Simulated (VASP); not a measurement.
Data:

```xyz
3
Lattice="0.0000 3.0684 3.0684 3.0684 0.0000 3.0684 3.0684 3.0684 0.0000" Properties=species:S:1:pos:R:3 pbc="T T T"
Li     1.5342     1.5342     1.5342
Li     4.6025     4.6025     4.6025
Se     3.0684     6.1367     3.0684
```

Method: PBEsol GGA, VASP's PBE PAW potentials (set 64) (plane waves; VASP). Numerical set-up: 600 eV cut-off, 6×6×6 Γ-centred mesh, Gaussian smearing of 0.050 eV, potentials Li_sv Se.

Task: Give the stress tensor in GPa (positive for a compressed cell).

Result: 
```
-2.80   0.00   0.00
 0.00  -2.80   0.00
 0.00   0.00  -2.80
```
The pressure is its mean diagonal, -2.80 GPa.

The compound is Li2Se in the antifluorite structure. This cell was strained or had an atom moved on purpose.
